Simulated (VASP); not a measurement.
# GW on WSe2

Aim: the quasiparticle gap of WSe2, and what it costs to get it. The cell has space group P6_3/mmc. The start is a cell from a database of measured crystal structures.

Main program and level: VASP 6.6.1; PBE, no spin polarisation; plane waves and PAW (W_sv_GW, Se_GW), in the first sound run; inputs show where later runs differ.

The experiments to compare with:

“Time-resolved XUV ARPES with tunable 24–33 eV laser pulses at 30 meV resolution” (2019, pmc:6684652) reports for WSe2, 2H, by time-resolved ARPES, 1.59 eV pump and 30 eV probe (bulk layered crystal, photoexcited electrons in Q valleys): band gap (indirect gap, valence band maximum at Gamma to conduction band …) 1.3 eV [energy of photoexcited electrons at Q above the valence band top in a pumped sample …].

The database entry behind the starting cell differs from later determinations by our own check (a about 0.2 % long), so it need not match the best structure at ambient conditions.

## (1) The structure

The structure is hexagonal, space group P6_3/mmc (No. 194). The conventional cell has a = 3.290 Å, b = 3.290 Å, c = 12.970 Å, α = 90.00°, β = 90.00°, γ = 120.00°. W has 6 Se at 2.53 Å nearest. Se has 3 W at 2.53 Å nearest. Farther neighbours and most contacts between anions are not listed.

Coordinates:

```xyz
6
Lattice="3.2900 0.0000 0.0000 -1.6450 2.8492 0.0000 0.0000 0.0000 12.9700" Properties=species:S:1:pos:R:3 pbc="T T T"
W     0.0000    1.8995    3.2425
W     1.6450    0.9497    9.7275
Se    0.0000    1.8995    8.0544
Se    1.6450    0.9497    1.5694
Se    0.0000    1.8995   11.4006
Se    1.6450    0.9497    4.9156
```

## (2) Ground state

The orbitals come from a self-consistent PBE run with a tight EDIFF and a narrow smearing. KPOINTS_OPT adds the bands along a path, which shows whether the mesh holds the band edges.

INCAR reads:

```
SYSTEM = WSe2
PREC = Accurate
ENCUT = 340
EDIFF = 1E-08
NELM = 100
ISMEAR = 0
SIGMA = 0.01
LREAL = .FALSE.
ALGO = Normal
GGA = PE
NBANDS = 32
LASPH = .TRUE.
LORBIT = 11
LWAVE = .TRUE.
LCHARG = .FALSE.
KPAR = 4
```

POSCAR reads:

```
WSe2
1.0
    3.2900000000      0.0000000000      0.0000000000
   -1.6450000000      2.8492235785      0.0000000000
    0.0000000000      0.0000000000     12.9700000000
W Se
2 4
Direct
    0.3333333333      0.6666666667      0.2500000000
    0.6666666667      0.3333333333      0.7500000000
    0.3333333333      0.6666666667      0.6210000000
    0.6666666667      0.3333333333      0.1210000000
    0.3333333333      0.6666666667      0.8790000000
    0.6666666667      0.3333333333      0.3790000000
```

KPOINTS reads:

```
Automatic mesh
0
Gamma
6 6 1
0 0 0
```

KPOINTS_OPT reads:

```
Line mode
12
Line-mode
Reciprocal
  0.00000000   0.00000000   0.00000000 GAMMA
  0.50000000   0.00000000   0.00000000 M

  0.50000000   0.00000000   0.00000000 M
  0.33333333   0.33333333   0.00000000 K

  0.33333333   0.33333333   0.00000000 K
  0.00000000   0.00000000   0.00000000 GAMMA

  0.00000000   0.00000000   0.00000000 GAMMA
  0.00000000   0.00000000   0.50000000 A

  0.00000000   0.00000000   0.50000000 A
  0.50000000   0.00000000   0.50000000 L

  0.50000000   0.00000000   0.50000000 L
  0.33333333   0.33333333   0.50000000 H

  0.33333333   0.33333333   0.50000000 H
  0.00000000   0.00000000   0.50000000 A

  0.50000000   0.00000000   0.50000000 L
  0.50000000   0.00000000   0.00000000 M

  0.33333333   0.33333333   0.00000000 K
  0.33333333   0.33333333   0.50000000 H
```

The projector-augmented-wave data sets are W_sv_GW and Se_GW (PBE family, release 64).

Command:

```
$ mpirun -np 8 vasp_std
```

The program printed:

```text
[banner, memory and clock lines left out]
running    8 mpi-ranks, on    1 nodes
 distrk:  each k-point on    2 cores,    4 groups
 distr:  one band on    1 cores,    2 groups

 POSCAR found type information on POSCAR W Se
 POSCAR found :  2 types and       6 ions
|                                                                             |
|           W    W    AA    RRRRR   N    N  II  N    N   GGGG   !!!           |
|           W    W   A  A   R    R  NN   N  II  NN   N  G    G  !!!           |
|           W    W  A    A  R    R  N N  N  II  N N  N  G       !!!           |
|           W WW W  AAAAAA  RRRRR   N  N N  II  N  N N  G  GGG   !            |
|           WW  WW  A    A  R   R   N   NN  II  N   NN  G    G                |
|           W    W  A    A  R    R  N    N  II  N    N   GGGG   !!!           |
|                                                                             |
|     For optimal performance we recommend to set                             |
|       NCORE = 2 up to number-of-cores-per-socket                            |
|     NCORE specifies how many cores store one orbital (NPAR=cpu/NCORE).      |
|     This setting can greatly improve the performance of VASP for DFT.       |
|     The default, NCORE=1 might be grossly inefficient on modern             |
|     multi-core architectures or massively parallel machines. Do your        |
|     Unfortunately you need to use the default for GW and RPA                |
|     calculations (for HF NCORE is supported but not extensively tested      |
|     yet).                                                                   |
|                                                                             |

 LDA part: xc-table for (Slater+PW92), standard interpolation
 POSCAR, INCAR and KPOINTS ok, starting setup
 FFT: planning ... GRIDC
 FFT: planning ... GRID_SOFT
 FFT: planning ... GRID
 WAVECAR not read
 entering main loop
       N       E                     dE             d eps       ncg     rms          rms(c)
DAV:   1     0.369950557874E+03    0.36995E+03   -0.23124E+04   520   0.107E+03
DAV:   2    -0.249260297479E+02   -0.39488E+03   -0.38797E+03   584   0.315E+02
DAV:   3    -0.509002864412E+02   -0.25974E+02   -0.25874E+02   568   0.837E+01
DAV:   4    -0.515675524391E+02   -0.66727E+00   -0.66600E+00   592   0.131E+01
DAV:   5    -0.515812742731E+02   -0.13722E-01   -0.13718E-01   560   0.193E+00    0.102E+02
DAV:   6    -0.478145710089E+02    0.37667E+01   -0.24414E+01   520   0.195E+01    0.902E+01
DAV:   7    -0.508523608567E+02   -0.30378E+01   -0.37174E+01   536   0.218E+01    0.429E+01
DAV:   8    -0.471259172721E+02    0.37264E+01   -0.14965E+01   536   0.151E+01    0.503E+00
DAV:   9    -0.472274845253E+02   -0.10157E+00   -0.11544E+00   576   0.401E+00    0.164E+00
DAV:  10    -0.472252645160E+02    0.22200E-02   -0.22076E-02   568   0.655E-01    0.119E+00
DAV:  11    -0.472187849976E+02    0.64795E-02   -0.28235E-02   584   0.731E-01    0.262E+00
DAV:  12    -0.472179676834E+02    0.81731E-03   -0.40085E-03   568   0.334E-01    0.217E+00
DAV:  13    -0.472178942934E+02    0.73390E-04   -0.61098E-04   592   0.942E-02    0.115E+00
DAV:  14    -0.472177822397E+02    0.11205E-03   -0.12287E-04   592   0.487E-02    0.663E-01
DAV:  15    -0.472177393892E+02    0.42850E-04   -0.11239E-04   544   0.439E-02    0.153E-01
DAV:  16    -0.472177382480E+02    0.11413E-05   -0.21257E-05   616   0.165E-02    0.504E-02
DAV:  17    -0.472177405962E+02   -0.23483E-05   -0.39566E-06   616   0.790E-03    0.354E-02
DAV:  18    -0.472177392313E+02    0.13649E-05   -0.41822E-06   592   0.845E-03    0.553E-03
DAV:  19    -0.472177394215E+02   -0.19018E-06   -0.37833E-07   504   0.252E-03    0.417E-03
DAV:  20    -0.472177394134E+02    0.81218E-08   -0.21357E-08   448   0.547E-04
   1 F= -.47217739E+02 E0= -.47217739E+02  d E =-.197622E-52
 Start KPOINTS_OPT (optional k-point list driver)
k-point batch [1-7\108]
       N       E                     dE             ncg
DAV:   1    -0.101386472248E+04   -0.30737E+04      520
DAV:   2    -0.405199485677E+04   -0.30381E+04      616
DAV:   3    -0.426099616837E+04   -0.20900E+03      552
DAV:   4    -0.426834106332E+04   -0.73449E+01      656
DAV:   5    -0.426843982768E+04   -0.98764E-01      552
DAV:   6    -0.426844328613E+04   -0.34585E-02      656
DAV:   7    -0.426844334899E+04   -0.62855E-04      560
DAV:   8    -0.426844335022E+04   -0.12260E-05      648
DAV:   9    -0.426844335024E+04   -0.27308E-07      520
DAV:  10    -0.426844335024E+04   -0.39745E-09      368
[...]
k-point batch [106-108\108]
       N       E                     dE             ncg
DAV:   1     0.624252810781E+04   -0.59310E+04      240
DAV:   2     0.515733659077E+04   -0.10852E+04      256
DAV:   3     0.508182981019E+04   -0.75507E+02      240
DAV:   4     0.507976713424E+04   -0.20627E+01      256
DAV:   5     0.507973023858E+04   -0.36896E-01      240
DAV:   6     0.507972910288E+04   -0.11357E-02      256
DAV:   7     0.507972905384E+04   -0.49037E-04      264
DAV:   8     0.507972905364E+04   -0.19807E-06      256
DAV:   9     0.507972905364E+04   -0.10314E-08      176
 writing wavefunctions
```

The job ended after 48 s (8 MPI ranks of AMD EPYC 7R43, shared host; peak memory 1.2 GiB).

Lines that name or quote the potential files are left out of all logs, and their timing lines are given in words.

Parts of OUTCAR (step 2):

```text
ion  position               nearest neighbor table
   1  0.333  0.667  0.250-   4 2.53   6 2.53   4 2.53   6 2.53   4 2.53   6 2.53
   2  0.667  0.333  0.750-   3 2.53   5 2.53   3 2.53   5 2.53   3 2.53   5 2.53
   3  0.333  0.667  0.621-   2 2.53   2 2.53   2 2.53
   4  0.667  0.333  0.121-   1 2.53   1 2.53   1 2.53
   5  0.333  0.667  0.879-   2 2.53   2 2.53   2 2.53
   6  0.667  0.333  0.379-   1 2.53   1 2.53   1 2.53

  LATTYP: Found a hexagonal cell.
 ALAT       =     3.2900000000
 C/A-ratio  =     3.9422492401

 Subroutine GETGRP returns: Found 24 space group operations
 (whereof 12 operations were pure point group operations)

The static configuration has the point symmetry D_3d.
 The point group associated with its full space group is D_6h.

 Found      7 irreducible k-points:

   k-points           NKPTS =      7   k-points in BZ     NKDIM =      7   number of bands    NBANDS=     32

   dimension x,y,z NGX =    20 NGY =   20 NGZ =   80
   dimension x,y,z NGXF=    40 NGYF=   40 NGZF=  160

   ENCUT  =  340.0 eV  24.99 Ry    5.00 a.u.   4.95  4.95 19.50*2*pi/ulx,y,z

   NELECT =      52.0000    total number of electrons

 k-points in reciprocal lattice and weights: Automatic mesh
   0.00000000  0.00000000  0.00000000       0.028
   0.16666667  0.00000000  0.00000000       0.167
   0.33333333  0.00000000  0.00000000       0.167
   0.50000000  0.00000000  0.00000000       0.083
   0.16666667  0.16666667  0.00000000       0.167
   0.33333333  0.16666667  0.00000000       0.333
   0.33333333  0.33333333  0.00000000       0.056

 average (electrostatic) potential at core
       1 -90.5285       2 -90.5285       3 -51.9851       4 -51.9851       5 -51.9851
       6 -51.9851

 E-fermi :   6.6952

 k-point     1 :       0.0000    0.0000    0.0000
  band No.  band energies     occupation
    ...
     22       5.0854      2.00000
     23       5.0854      2.00000
     24       5.4812      2.00000
     25       5.5262      2.00000
     26       6.5891      2.00000
     27       9.2263      0.00000
     28       9.2264      0.00000
     29       9.2767      0.00000
     30       9.2768      0.00000
     31       9.3212      0.00000
    ...

 k-point     2 :       0.1667    0.0000    0.0000
  band No.  band energies     occupation
    ...
     22       4.4985      2.00000
     23       4.7428      2.00000
     24       5.5002      2.00000
     25       5.5424      2.00000
     26       5.9191      2.00000
     27       8.2380      0.00000
     28       8.7671      0.00000
     29       8.8469      0.00000
     30       8.9163      0.00000
     31       9.1142      0.00000
    ...

 k-point     3 :       0.3333    0.0000    0.0000
  band No.  band energies     occupation
    ...
     22       4.6463      2.00000
     23       4.8858      2.00000
     24       4.9731      2.00000
     25       5.1259      2.00000
     26       5.1415      2.00000
     27       8.1347      0.00000
     28       8.5041      0.00000
     29       8.6796      0.00000
     30       8.9118      0.00000
     31       9.1966      0.00000
    ...

  Total        1.4818167      1.4818167      2.6831479     -0.0000000      0.0000000      0.0000000
  in kB       19.5273214     19.5273214     35.3584156     -0.0000000      0.0000000      0.0000000
  external PRESSURE =      24.8043528 kB  Pullay stress =       0.0000000 kB

  energy-cutoff  :      340.00
  volume of cell :      121.58
      direct lattice vectors                 reciprocal lattice vectors
     3.290000000  0.000000000  0.000000000     0.303951368  0.175486404  0.000000000
    -1.645000000  2.849223579  0.000000000     0.000000000  0.350972808  0.000000000
     0.000000000  0.000000000 12.970000000     0.000000000  0.000000000  0.077101002

 POSITION                                       TOTAL-FORCE (eV/Angst)
 -----------------------------------------------------------------------------------
     -0.00000      1.89948      3.24250        -0.000000     -0.000000      0.000000
      1.64500      0.94974      9.72750         0.000000      0.000000      0.000000
     -0.00000      1.89948      8.05437         0.000000      0.000000     -0.168474
      1.64500      0.94974      1.56937         0.000000     -0.000000     -0.168474
     -0.00000      1.89948     11.40063        -0.000000      0.000000      0.168474
      1.64500      0.94974      4.91563         0.000000      0.000000      0.168474
 -----------------------------------------------------------------------------------
    total drift:                               -0.000001      0.000000     -0.000000

  FREE ENERGIE OF THE ION-ELECTRON SYSTEM (eV)
  ---------------------------------------------------
  free  energy   TOTEN  =       -47.2177394134 eV

  energy  without entropy=      -47.2177394134  energy(sigma->0) =      -47.21773941

 total charge
# of ion       s       p       d       f       tot
--------------------------------------------------
    1        3.010   6.015   3.064   0.046  12.136
    2        3.010   6.015   3.064   0.046  12.136
    3        1.466   2.315   0.071   0.000   3.852
    4        1.466   2.315   0.071   0.000   3.852
    5        1.466   2.315   0.071   0.000   3.852
    6        1.466   2.315   0.071   0.000   3.852
--------------------------------------------------
tot         11.884  21.288   6.413   0.092  39.678

[... 3 further parts left out ...]
```

This step gave:

```
free energy (TOTEN)               : -47.22 eV
Fermi energy                      : 6.695 eV
pressure                          : 2.480 GPa
least gap on mesh and path        : 0.9467 eV
least direct gap on mesh and path : 1.521 eV
```

The highest empty bands on the path are converged less tightly, to about 0.1 eV. The electronic bands at the labelled points (eV, zero at the valence-band top; v1 is the highest filled band, c1 the lowest empty one):

```csv
point,v4,v3,v2,v1,c1,c2,c3,c4
Γ,-1.50,-1.11,-1.06,0.00,2.64,2.64,2.69,2.69
0.45 of the way,-1.97,-1.38,-1.24,-1.10,1.35,2.04,2.23,2.26
M,-1.44,-1.36,-1.28,-1.11,2.12,2.16,2.31,2.64
0.55 of the way,-2.65,-2.27,-0.82,-0.54,1.78,1.88,2.42,2.69
K,-2.55,-2.55,-0.45,-0.20,1.32,1.32,1.89,3.07
0.55 of the way,-1.67,-1.33,-1.16,-1.10,1.04,1.90,1.99,2.01
Γ,-1.50,-1.11,-1.06,0.00,2.64,2.64,2.69,2.69
0.55 of the way,-1.51,-1.51,-0.51,-0.06,2.64,2.64,2.66,2.66
A,-1.53,-1.53,-0.22,-0.22,2.64,2.64,2.64,2.64
0.55 of the way,-1.79,-1.79,-1.35,-1.35,1.73,1.73,2.05,2.05
L,-1.34,-1.34,-1.24,-1.24,2.14,2.14,2.51,2.51
0.55 of the way,-2.55,-2.55,-0.67,-0.67,1.84,1.84,2.64,2.64
H,-2.73,-2.73,-0.34,-0.34,1.32,1.32,2.43,2.43
0.45 of the way,-1.75,-1.75,-1.09,-1.09,1.34,1.34,2.20,2.20
A,-1.53,-1.53,-0.22,-0.22,2.64,2.64,2.64,2.65
jump to L,-1.34,-1.34,-1.24,-1.24,2.14,2.14,2.51,2.51
0.45 of the way,-1.40,-1.32,-1.30,-1.16,2.12,2.15,2.38,2.60
M,-1.44,-1.36,-1.28,-1.11,2.12,2.16,2.31,2.64
jump to K,-2.55,-2.55,-0.45,-0.20,1.32,1.32,1.89,3.07
0.55 of the way,-2.64,-2.64,-0.41,-0.26,1.32,1.32,2.07,2.84
H,-2.73,-2.73,-0.34,-0.34,1.32,1.32,2.43,2.43
```

Of the projections kept (W, Se), the largest for each band there; the rest of the weight can lie on other orbitals:

```csv
point,v4,v3,v2,v1,c1,c2,c3,c4
Γ,W 0.58,W 0.82,Se 0.96,W 0.74,Se 0.56,Se 0.56,Se 0.59,Se 0.59
M,W 0.59,Se 0.90,W 0.70,Se 0.88,W 0.97,W 0.96,W 0.88,W 0.92
K,Se 0.69,Se 0.69,W 0.82,W 0.78,W 0.95,W 0.95,W 0.72,W 0.78
Γ,W 0.58,W 0.82,Se 0.96,W 0.74,Se 0.56,Se 0.57,Se 0.59,Se 0.59
A,W 0.57,W 0.57,W 0.66,W 0.66,Se 0.58,Se 0.58,Se 0.58,Se 0.58
L,W 0.65,W 0.65,Se 0.89,Se 0.89,W 0.96,W 0.96,W 0.90,W 0.90
```

The cell has a gap of 0.947 eV on mesh and path and a pressure of +2.5 GPa, which holds the misfit of the given cell and coordinates with this functional, and any error of cutoff, mesh and data sets. Spin-orbit coupling is left out, which can shift or reorder these edges. Forces of up to 0.17 eV/Å remain in these settings.

## (3) Empty bands

The next step needs empty bands that the ground-state run didn't converge, so the Hamiltonian is diagonalised exactly for NBANDS bands, in a single step. LOPTICS writes the k-derivatives of the orbitals (WAVEDER), which give the long-wavelength limit of the screening.

INCAR reads:

```
SYSTEM = WSe2
PREC = Accurate
ENCUT = 340
ISMEAR = 0
SIGMA = 0.01
LREAL = .FALSE.
GGA = PE
NBANDS = 200
LASPH = .TRUE.
ALGO = Exact
NELM = 1
LWAVE = .TRUE.
LCHARG = .FALSE.
LOPTICS = .TRUE.
NEDOS = 1000
CSHIFT = 0.1
```

POSCAR is that of step 2.

KPOINTS is that of step 2.

Command:

```
$ mpirun -np 8 vasp_std
```

The program printed:

```text
[banner, memory and clock lines left out]
running    8 mpi-ranks, on    1 nodes
 distrk:  each k-point on    8 cores,    1 groups
 distr:  one band on    1 cores,    8 groups

 POSCAR found type information on POSCAR W Se
 POSCAR found :  2 types and       6 ions
 [... a notice as in an earlier step ...]

 LDA part: xc-table for (Slater+PW92), standard interpolation
 found WAVECAR, reading the header
  number of bands has changed, file:    32 present:   200
  trying to continue reading WAVECAR, but it might fail
 POSCAR, INCAR and KPOINTS ok, starting setup
 FFT: planning ... GRIDC
 FFT: planning ... GRID_SOFT
 FFT: planning ... GRID
 reading WAVECAR
 random initialization beyond band           32
 the WAVECAR file was read successfully
 initial charge from wavefunction
 entering main loop
       N       E                     dE             d eps       ncg     rms          rms(c)
DIA:   1    -0.472177393998E+02   -0.47218E+02    0.00000E+00     0   0.000E+00
   1 F= -.47217739E+02 E0= -.47217739E+02  d E =-.950885E-74
 writing wavefunctions
 optical routines
 imaginary and real dielectric function
 recalculating local potential from charge density
 direction            1
 direction            2
 direction            3
```

The job ended after 29 s (8 MPI ranks; peak memory 1.4 GiB).

Parts of OUTCAR (step 3):

```text
 Found      7 irreducible k-points:

   k-points           NKPTS =      7   k-points in BZ     NKDIM =      7   number of bands    NBANDS=    200

   NELECT =      52.0000    total number of electrons

 E-fermi :   6.7161

 k-point     1 :       0.0000    0.0000    0.0000
  band No.  band energies     occupation
    ...
     22       5.0853      2.00000
     23       5.0853      2.00000
     24       5.4811      2.00000
     25       5.5263      2.00000
     26       6.5890      2.00000
     27       9.2262      0.00000
     28       9.2262      0.00000
     29       9.2766      0.00000
     30       9.2766      0.00000
     31       9.3212      0.00000
    ...

 k-point     2 :       0.1667    0.0000    0.0000
  band No.  band energies     occupation
    ...
     22       4.4984      2.00000
     23       4.7428      2.00000
     24       5.5000      2.00000
     25       5.5424      2.00000
     26       5.9190      2.00000
     27       8.2379      0.00000
     28       8.7670      0.00000
     29       8.8469      0.00000
     30       8.9162      0.00000
     31       9.1141      0.00000
    ...

  Total        1.4854046      1.4854046      2.6923928      0.0000000      0.0000000      0.0000000
  in kB       19.5746018     19.5746018     35.4802441      0.0000000      0.0000000      0.0000000
  external PRESSURE =      24.8764826 kB  Pullay stress =       0.0000000 kB

 POSITION                                       TOTAL-FORCE (eV/Angst)
 -----------------------------------------------------------------------------------
     -0.00000      1.89948      3.24250         0.000000      0.000000      0.000000
      1.64500      0.94974      9.72750        -0.000000     -0.000000      0.000000
     -0.00000      1.89948      8.05437         0.000000      0.000000     -0.168388
      1.64500      0.94974      1.56937        -0.000000     -0.000000     -0.168388
     -0.00000      1.89948     11.40063         0.000000      0.000000      0.168388
      1.64500      0.94974      4.91563        -0.000000     -0.000000      0.168388
 -----------------------------------------------------------------------------------
    total drift:                               -0.000001      0.000000     -0.000000

  FREE ENERGIE OF THE ION-ELECTRON SYSTEM (eV)
  ---------------------------------------------------
  free  energy   TOTEN  =       -47.2177393998 eV

  energy  without entropy=      -47.2177393998  energy(sigma->0) =      -47.21773940

 plasma frequency squared (from intraband transitions) (eV^2)
  --------------------------------------------------------------------------------------
       0.000       0.000      -0.000
       0.000       0.000       0.000
      -0.000       0.000       0.000

[... 8 parts as in an earlier step ...]

[... 5 further parts left out ...]
```

The gap is read on the k-mesh alone, so it is an upper bound where the band edges lie off the mesh.

A gap read on the k-mesh alone can miss the band edges.

This step gave:

* gap on the k-mesh: 0.9700 eV
* least direct gap on the k-mesh: 1.521 eV

WAVECAR now holds 200 bands for 52 electrons. Its independent-particle dielectric tensor has xx, yy, zz = 16.9, 16.9, 11.9 on this mesh, which isn't tested for convergence in mesh or bands and lacks local fields.

(Continued in part 2 of 3.)

[Lines on the potential files, build, host, timing and source positions are cut from VASP's logs without a mark.]

[Logs are printed without paths, hosts, clocks, repeated set-up lines and the standing remarks that a program may print on its own settings, such as how far it seeks lower states.]

[Hosts, paths, dates, database ids (printed as entryN), source tags and the programs' standing remarks are cut or masked in the printed files.]

[Pressures printed for these runs are not shown converged in the cutoff: they can be off by several GPa and have the wrong sign.]
